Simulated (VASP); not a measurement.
# RuCl2 (P-3m1) in VASP: single point with PBEsol

Aim: the single point of RuCl2 with PBEsol.

Program: VASP 6.6.1. These are calculated values, not measurements. Logs are shortened: lines on timing, memory, paths and dates and some standing lists are left out, and cuts for length are marked.

**1. The structure**

Symmetry: P-3m1, No. 164, trigonal system. The conventional cell has a = 3.550 Å, b = 3.550 Å, c = 5.726 Å, α = 90.00°, β = 90.00°, γ = 120.00°. Around Ru (site symmetry -3m) lie 6 Cl at 2.51 Å. Cl (site symmetry 3m) is surrounded by 3 Ru at 2.51 Å.

The cell comes from a database or a generator and needn't be the stable form of this composition.

**2. Single point, PBEsol, collinear spin, ferromagnetic start**

File INCAR:

```
ALGO = Normal
EDIFF = 1E-7
ENCUT = 520
GGA = PS
ISIF = 2
ISMEAR = 0
ISPIN = 2
LASPH = True
LCHARG = False
LMAXMIX = 4
LORBIT = 11
LREAL = False
LWAVE = False
MAGMOM = 1 0 0
NELM = 60
PREC = Accurate
SIGMA = 0.05
```

File KPOINTS:

```
k-points
0
Gamma
  6 6 4
```

File POSCAR:

```
RuCl2
1.0
    3.5496909800      0.0000000000      0.0000000000
   -1.7748454900      3.0741225600      0.0000000000
    0.0000000000      0.0000000000      5.7263882700
Ru Cl
1 2
Direct
    0.0000000000      0.0000000000      0.0000000000
    0.3333333333      0.6666666667      0.2520000000
    0.6666666667      0.3333333333      0.7480000000
```

Potentials or basis: VASP PAW PBE potentials, release 64 (Ru_pv, Cl).

On the command line:

```bash
$ cat potpaw_PBE.64/Ru_pv/POTCAR potpaw_PBE.64/Cl/POTCAR > POTCAR
$ mpirun -np 1 vasp_std > vasp.out
```

OUTCAR:

```text
EDIFF = 1E-7
   ENCUT = 520
   GGA = PS
   ISIF = 2
   ISMEAR = 0
   ISPIN = 2
   LASPH = True
   LORBIT = 11
   LREAL = False
   NELM = 60
   PREC = Accurate

 ion  position               nearest neighbor table
   1  0.000  0.000  0.000-   2 2.51   3 2.51   3 2.51   2 2.51   3 2.51   2 2.51
   2  0.333  0.667  0.252-   1 2.51   1 2.51   1 2.51
   3  0.667  0.333  0.748-   1 2.51   1 2.51   1 2.51

  LATTYP: Found a hexagonal cell.
 ALAT       =     3.5496909800
 C/A-ratio  =     1.6132075446

  Lattice vectors:

 A1 = (   3.5496909800,   0.0000000000,   0.0000000000)
 A2 = (  -1.7748454900,   3.0741225600,   0.0000000000)
 A3 = (   0.0000000000,   0.0000000000,   5.7263882700)

Analysis of symmetry for initial positions (statically):
=====================================================================
 Subroutine PRICEL returns:
 Original cell was already a primitive cell.

 Routine SETGRP: Setting up the symmetry group for a
 hexagonal supercell.

 Subroutine GETGRP returns: Found 12 space group operations
 (whereof 12 operations were pure point group operations)
 out of a pool of 24 trial point group operations.

The static configuration has the point symmetry D_3d.

Analysis of symmetry for dynamics (positions and initial velocities):
=====================================================================
 Subroutine PRICEL returns:
 Original cell was already a primitive cell.

 Routine SETGRP: Setting up the symmetry group for a
 hexagonal supercell.

 Subroutine GETGRP returns: Found 12 space group operations
 (whereof 12 operations were pure point group operations)
 out of a pool of 24 trial point group operations.

The dynamic configuration has the point symmetry D_3d.

Analysis of structural, dynamic, and magnetic symmetry:
=====================================================================
 Subroutine PRICEL returns:
 Original cell was already a primitive cell.

 Routine SETGRP: Setting up the symmetry group for a
 hexagonal supercell.

 Subroutine GETGRP returns: Found 12 space group operations
 (whereof 12 operations were pure point group operations)
 out of a pool of 24 trial point group operations.

The overall configuration has the point symmetry D_3d.

 Subroutine INISYM returns: Found 12 space group operations
 (whereof 12 operations are pure point group operations),
 and found     1 'primitive' translations
[... 121 lines left out ...]
   GGA     = PS    functional components
   LHFCALC =     F    Hartree Fock is set to
   AEXX    =    0.0000 exact exchange contribution
   IVDW    =     0    specifies the selected vdW correction
   LEPSILON=     F    determine dielectric tensor
   LRPA    =     F    only Hartree local field effects (RPA)
 spin polarized calculation
 Gauss-broadening in eV      SIGMA  =   0.05
  energy-cutoff  :      520.00
  volume of cell :       62.49
 maximum number of plane-waves:      1725
 NGX is ok and might be reduce to    28
   NGX = 13   NGY = 13   NGZ = 21

 number of electron      28.0000006 magnetization       0.0000140

 number of electron      28.0000006 magnetization      -0.0000066

 Free energy of the ion-electron system (eV)
  ---------------------------------------------------
  ext. energy  EPLUGINS =         0.00000000
  ---------------------------------------------------
  free energy    TOTEN  =       -14.50189820 eV

  energy without entropy =      -14.50189820  energy(sigma->0) =      -14.50189820

 E-fermi :   5.3183     XC(G=0): -10.0780

 val. band max:        5.0480617409   @ k =   0.5000   0.0000   0.0000
 cond. band min:       5.6231447647   @ k =   0.1667  -0.0000   0.5000
 fundamental gap:      0.5750830238
 Fermi energy:         5.3182902539

 spin component 1

 k-point     1 :       0.0000    0.0000    0.0000
  band No.  band energies     occupation
      1     -37.1867      1.00000
      2     -37.0487      1.00000
      3     -37.0487      1.00000
      4     -12.0772      1.00000
      5     -11.1851      1.00000
      6      -1.7729      1.00000
[... 504 lines left out ...]
      5     -11.1699      1.00000
      6      -0.9485      1.00000
[... 11 lines left out ...]
     18      11.9394      0.00000
     19      11.9394      0.00000
 Fermi energy:         5.3182902539

 spin component 2

 k-point     1 :       0.0000    0.0000    0.0000
  band No.  band energies     occupation
      1     -37.1867      1.00000
      2     -37.0487      1.00000
      3     -37.0487      1.00000
      4     -12.0772      1.00000
      5     -11.1851      1.00000
      6      -1.7729      1.00000
[... 505 lines left out ...]
      6      -0.9485      1.00000
[... 11 lines left out ...]
     18      11.9394      0.00000
     19      11.9394      0.00000

------------------------ aborting loop because EDIFF is reached ----------------------------------------

  FORCE on cell =-STRESS in cart. coord.  units (eV):
  Direction    XX          YY          ZZ          XY          YZ          ZX
  --------------------------------------------------------------------------------------
  -------------------------------------------------------------------------------------
  Total       -3.4717587     -3.4717587     -5.2967516      0.0000000      0.0000000      0.0000000
  in kB      -89.0159018    -89.0159016   -135.8087260      0.0000000      0.0000000      0.0000000
  external PRESSURE =    -104.6135098 kB  Pullay stress =       0.0000000 kB

 VOLUME and BASIS-vectors are now :
 -----------------------------------------------------------------------------
  energy-cutoff  :      520.00
  volume of cell :       62.49
      direct lattice vectors                 reciprocal lattice vectors
     3.549690980  0.000000000  0.000000000     0.281714664  0.162648037  0.000000000
    -1.774845490  3.074122560  0.000000000     0.000000000  0.325296074  0.000000000
     0.000000000  0.000000000  5.726388270     0.000000000  0.000000000  0.174630143

 POSITION                                       TOTAL-FORCE (eV/Angst)
 -----------------------------------------------------------------------------------
      0.00000      0.00000      0.00000        -0.000000      0.000000      0.000000
     -0.00000      2.04942      1.44305         0.000000      0.000000     -1.969564
      1.77485      1.02471      4.28334         0.000000     -0.000000      1.969564
 -----------------------------------------------------------------------------------
    total drift:                                0.000000     -0.000000      0.000000

  FREE ENERGIE OF THE ION-ELECTRON SYSTEM (eV)
  ---------------------------------------------------
  free  energy   TOTEN  =       -14.5018982042 eV

  energy  without entropy=      -14.5018982042  energy(sigma->0) =      -14.50189820

 total charge

# of ion       s       p       d       tot
------------------------------------------
    1        0.210   6.134   6.029  12.374
    2        1.590   3.410   0.000   5.000
    3        1.590   3.410   0.000   5.000
--------------------------------------------------
tot          3.389  12.955   6.029  22.373

 magnetization (x)

# of ion       s       p       d       tot
------------------------------------------
    1        0.000  -0.000   0.000   0.000
    2        0.000  -0.000   0.000  -0.000
    3        0.000  -0.000   0.000  -0.000
--------------------------------------------------
tot          0.000  -0.000   0.000   0.000
```

OSZICAR:

```text
N       E                     dE             d eps       ncg     rms          rms(c)
DAV:   1     0.217558437409E+03    0.21756E+03   -0.14872E+04  1944   0.133E+03
DAV:   2    -0.432930500334E+01   -0.22189E+03   -0.21707E+03  2289   0.337E+02
DAV:   3    -0.145608045538E+02   -0.10231E+02   -0.10158E+02  2085   0.718E+01
DAV:   4    -0.147516755880E+02   -0.19087E+00   -0.19061E+00  2262   0.102E+01
DAV:   5    -0.147563132155E+02   -0.46376E-02   -0.46371E-02  2234   0.148E+00    0.134E+01
DAV:   6    -0.145672583279E+02    0.18905E+00   -0.17138E+00  2055   0.932E+00    0.676E+00
DAV:   7    -0.145264405041E+02    0.40818E-01   -0.44600E-01  2007   0.512E+00    0.385E+00
DAV:   8    -0.145003856136E+02    0.26055E-01   -0.99420E-02  2046   0.258E+00    0.731E-01
DAV:   9    -0.145016464868E+02   -0.12609E-02   -0.62578E-03  2023   0.533E-01    0.287E-01
DAV:  10    -0.145017955487E+02   -0.14906E-03   -0.12589E-03  2051   0.249E-01    0.128E-01
DAV:  11    -0.145018632848E+02   -0.67736E-04   -0.16539E-04  2189   0.865E-02    0.432E-02
DAV:  12    -0.145018846525E+02   -0.21368E-04   -0.14163E-05  2019   0.241E-02    0.172E-02
DAV:  13    -0.145018953790E+02   -0.10727E-04   -0.61373E-06  2019   0.159E-02    0.101E-02
DAV:  14    -0.145018978046E+02   -0.24255E-05   -0.17279E-06  2054   0.818E-03    0.396E-03
DAV:  15    -0.145018981649E+02   -0.36030E-06   -0.43044E-07  2041   0.436E-03    0.120E-03
DAV:  16    -0.145018982042E+02   -0.39357E-07   -0.42589E-08  1286   0.135E-03
   1 F= -.14501898E+02 E0= -.14501898E+02  d E =-.170854E-15  mag=    -0.0000
```

stdout:

```text
POSCAR found type information on POSCAR RuCl
 POSCAR found :  2 types and       3 ions
 scaLAPACK will be used
 -----------------------------------------------------------------------------
|                                                                             |
|                                                                             |
|     You enforced a specific xc type in the INCAR file but a different       |
|     I HOPE YOU KNOW WHAT YOU ARE DOING!                                     |
|                                                                             |
 -----------------------------------------------------------------------------

 LDA part: xc-table for (Slater+PW92), standard interpolation
 POSCAR, INCAR and KPOINTS ok, starting setup
 FFT: planning ... GRIDC
 FFT: planning ... GRID_SOFT
 FFT: planning ... GRID
 WAVECAR not read
 entering main loop
```

It took 29 s on 1 thread of Intel Xeon 6975P-C (Granite Rapids), shared host; peak memory 0.24 GiB.

What came out:

| Quantity | Value |
| --- | --- |
| Free energy | -14.5019 eV |
| Pressure | -10.5 GPa |
| Largest force | 1.970 eV/Å |
| Band gap on the k mesh | 0.58 eV, indirect (least direct gap 0.78 eV) |
| Net moment | 0.00 μB per cell |
| Valence electrons inside the program's atomic spheres | Ru 12.37; Cl 5.00 |

Forces in eV/Å, atoms in the order of the input:
```
Ru   0.000  0.000  0.000
Cl   0.000  0.000 -1.970
Cl   0.000  0.000  1.970
```

Levels at points of the mesh, in eV from the valence-band top:
Spin up:
```
           k point  band 12  band 13  band 14  band 15  band 16  band 17
(0.00, 0.00, 0.00)    -1.15    -1.15    -0.84     0.84     0.84     3.12
(0.50, 0.00, 0.00)    -1.58    -0.20     0.00     1.21     1.37     5.50
(0.00, 0.00, 0.50)    -1.16    -1.16    -0.68     1.03     1.03     4.75
(0.50, 0.00, 0.50)    -1.61    -0.20    -0.02     0.95     1.52     4.81
```
Spin down:
| k point | band 12 | band 13 | band 14 | band 15 | band 16 | band 17 |
| --- | --- | --- | --- | --- | --- | --- |
| (0.00, 0.00, 0.00) | -1.15 | -1.15 | -0.84 | 0.84 | 0.84 | 3.12 |
| (0.50, 0.00, 0.00) | -1.58 | -0.20 | 0.00 | 1.21 | 1.37 | 5.50 |
| (0.00, 0.00, 0.50) | -1.16 | -1.16 | -0.68 | 1.03 | 1.03 | 4.75 |
| (0.50, 0.00, 0.50) | -1.61 | -0.20 | -0.02 | 0.95 | 1.52 | 4.81 |

Caveat: the PAW data sets were made with another functional, which shifts forces and pressure a little. Expect the measured gap to be larger: semilocal functionals such as PBEsol lack the derivative discontinuity.
